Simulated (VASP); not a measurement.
Data:

```
Mg2Ge
1.0
    0.00000     3.16217     3.16217
    3.16217     0.00000     3.16217
    3.16217     3.16217     0.00000
Mg Ge
2 1
Direct
  0.25000   0.25000   0.25000
  0.75000   0.75000   0.75000
  0.00000   0.00000   0.00000
```

These are PBE GGA with D3 dispersion (zero damping), VASP's PBE PAW potentials (set 64) (plane waves; VASP) values and carry that method's errors. Settings: 520 eV cut-off, 7×7×7 Γ-centred mesh, tetrahedra with Blöchl corrections, potentials Mg Ge_d.

**Question.** Estimate the energy per atom (σ→0).

**Answer.** 
```yaml
energy per atom (σ→0): -3.011 eV/atom
```

Total energies compare only between runs with the same potentials, cut-off and functional.

The compound is Mg2Ge in the antifluorite structure. It was relaxed first.
